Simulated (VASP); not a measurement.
These are PBEsol GGA, VASP's PBE PAW potentials (set 64) (plane waves; VASP) values and carry that method's errors.

VASP input:

### KPOINTS
```
K-points
0
Gamma
 7 7 2
0 0 0
```

INCAR:
```
SYSTEM = Ga2As4B2
PREC = Accurate
ENCUT = 520
EDIFF = 1E-6
NELM = 100
ALGO = Normal
LREAL = .FALSE.
LASPH = .TRUE.
ISMEAR = 0
SIGMA = 0.05
GGA = PS
LMAXMIX = 4
LWAVE = .FALSE.
LCHARG = .FALSE.
IBRION = 2
ISIF = 3
NSW = 60
EDIFFG = -0.02
```

**POSCAR**
```
Ga2As4B2
1
   -0.0000000000     2.6111667801     2.6111667801
    2.6111667801    -0.0000000000     2.6111667801
   10.5240551603    10.5240551603    -0.0793880399
Ga As B
2 4 2
Direct
  0.0201275353   0.0201275353   0.9849043485
  0.9829274579   0.9829274579   0.2628044066
  0.2462941061   0.2462941061   0.0652794204
  0.2099404512   0.2099404512   0.3425446616
  0.2479884732   0.2479884732   0.5640086451
  0.2866519649   0.2866519649   0.7850110263
  0.9840252177   0.9840252177   0.5119810867
  0.0220447937   0.0220447937   0.7334664048
```

POTCAR, in this order: Ga_d As B (PBE.64 set). Program: vasp_std.

Question: Estimate the energy per atom (σ→0), volume per atom, band gap (on the k-mesh).

Answer: 
```json
{
 "energy per atom (σ→0)": "-5.118 eV/atom",
 "band gap (on the k-mesh)": "0.12 eV",
 "volume_per_atom": "17.97 Å³/atom"
}
```

File OSZICAR:
```
...
   3 F= -.40942200E+02 E0= -.40942113E+02  d E =-.126091E-02
       N       E                     dE             d eps       ncg     rms          rms(c)
DAV:   1    -0.409425077350E+02   -0.30750E-03   -0.62292E-02  2389   0.151E+00    0.936E-02
DAV:   2    -0.409425066647E+02    0.10703E-05   -0.22772E-03  2786   0.450E-01    0.499E-02
DAV:   3    -0.409424391870E+02    0.67478E-04   -0.21617E-04  2944   0.175E-01    0.129E-02
DAV:   4    -0.409424400159E+02   -0.82890E-06   -0.66200E-05  2363   0.789E-02    0.807E-03
DAV:   5    -0.409424397188E+02    0.29706E-06   -0.36164E-06  2086   0.251E-02
   4 F= -.40942440E+02 E0= -.40942342E+02  d E =-.239355E-03
```

The structure was generated: Ga2As4B2 was put into an ordered model structure (R3m), which need not be its known phase. This run relaxes it. Symmetry was kept, so distortions that lower it aren't found. The start is the result of an earlier pass.
